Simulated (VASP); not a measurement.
A convergence study with VASP on Mg2Ge (antifluorite): one setting is varied, all else stays as given below, so the limit is that of these other settings.

```yaml
crystal:
  lattice:
    - [0.00000, 3.19500, 3.19500]
    - [3.19500, 0.00000, 3.19500]
    - [3.19500, 3.19500, 0.00000]
  atoms:
    - { symbol: Mg, position: [0.25000, 0.25000, 0.25000] }
    - { symbol: Mg, position: [0.75000, 0.75000, 0.75000] }
    - { symbol: Ge, position: [0.00000, 0.00000, 0.00000] }
```

Method: PBE GGA, VASP's PBE PAW potentials (set 64) (plane waves; VASP 6.6.1). The tightest run used: 550 eV cut-off, 15×15×15 Γ-centred mesh, tetrahedra with Blöchl corrections, potentials Mg Ge_d.

Gaps are read on the run's mesh, which can miss a band edge.

```csv
setting,E (eV/atom),pressure (GPa),gap on the mesh (eV),irreducible k-points
3×3×3 mesh,-2.5999,0.41,0.793,4
4×4×4 mesh,-2.7267,0.44,0.109,8
5×5×5 mesh,-2.7651,0.51,0.398,10
```

Task: These are the cheaper rows. Estimate the results at 15×15×15 mesh, and how far the last row shown lies from them.

Result: 
```
quantity              tightest run  last row shown is off by
--------------------  ------------  ------------------------
E (eV/atom)                -2.7872                    0.0221
pressure (GPa)                0.64                     -0.13
gap on the mesh (eV)         0.181                     0.217
```

Left out are rungs that failed or repeat a setting and relaxations that didn't move; long series are thinned to 24 rows.

The compound is Mg2Ge in the antifluorite structure. The cell was not relaxed at this level.
